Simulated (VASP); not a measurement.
The system is Ba2SO.

```
O Ba S
1.0
     4.10799    0.00000    0.00000
     0.00000    4.10799    0.00000
     0.00000    0.00000    6.07753
O Ba S
1 2 1
Direct
  0.00000 0.00000 0.00000
  0.00000 0.00000 0.50000
  0.50000 0.50000 0.00000
  0.50000 0.50000 0.50000
```

The cell was built by a generator and needn't be a form met in nature.

The cell isn't the ideal one: biaxial_xy strain -4.3%.

Base run:

* Program: VASP 6.6.1
* Functional: PBE
* Potentials or basis: VASP PAW PBE potentials, release 64 (O, Ba_sv, S)
* Cutoff: 520 eV
* k mesh: 6 × 6 × 4
* Occupations: fermi-dirac, width 0.02 eV
* Spin: no spin polarisation

Its results: band gap on the k mesh 1.42 eV, indirect (least direct gap 1.43 eV); pressure 7.2 GPa.

The run is repeated on the same cell with these changes: functional from PBE to r2SCAN; occupations from fermi-dirac, width 0.02 eV to gaussian, width 0.01 eV. What comes out?

Band gap on the k mesh 1.76 eV, indirect (least direct gap 1.78 eV); pressure 7.1 GPa.

Caveats: spin-orbit coupling is left out, which moves the levels of the heavy elements; the PAW data sets were made with another functional, which shifts forces and pressure a little (some runs).

A k mesh can miss the band edges.
